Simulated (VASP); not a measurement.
Input:

```xyz
2
Lattice="0.0000 2.9996 2.9996 2.9996 0.0000 2.9996 2.9996 2.9996 0.0000" Properties=species:S:1:pos:R:3 pbc="T T T"
Cu     0.0000     0.0000     0.0000
I      1.4998     1.4998     1.4998
```

Computed with revTPSS meta-GGA, VASP's PBE PAW potentials (set 64) (plane waves; VASP). Settings: 520 eV cut-off, 9×9×9 Γ-centred mesh, tetrahedra with Blöchl corrections, potentials Cu I.

Unless said otherwise, spin-orbit coupling is left out, though it shifts the bands of the heavy elements here.

Question: Give the energies of bands 2 to 12 at the high-symmetry points, in eV from the valence-band maximum.

Answer: 
| band | Γ | X | U | L | W |
|---|---|---|---|---|---|
| 2 | -3.82 | -5.85 | -5.51 | -5.88 | -5.33 |
| 3 | -3.82 | -3.94 | -4.65 | -3.79 | -4.79 |
| 4 | -3.82 | -3.94 | -3.87 | -3.79 | -4.05 |
| 5 | -1.95 | -2.01 | -2.10 | -1.92 | -2.04 |
| 6 | -1.95 | -1.88 | -1.93 | -1.92 | -2.02 |
| 7 | 0.00 | -1.86 | -1.81 | -1.88 | -1.86 |
| 8 | 0.00 | -1.60 | -1.59 | -0.76 | -1.69 |
| 9 | 0.00 | -1.60 | -1.33 | -0.76 | -1.34 |
| 10 | 1.36 | 2.62 | 3.10 | 2.30 | 4.61 |
| 11 | 4.96 | 2.95 | 4.72 | 5.46 | 4.75 |
| 12 | 4.96 | 9.53 | 7.70 | 5.46 | 6.18 |

The gap is direct, 1.37 eV, from the valence maximum at Γ to the conduction minimum at Γ.

Measured: gap 3.12 eV (computed value off by -1.75 eV), as given by Abedi et al., (2022), arXiv:2211.14644.

The compound is CuI in the zinc blende structure. It was relaxed first.
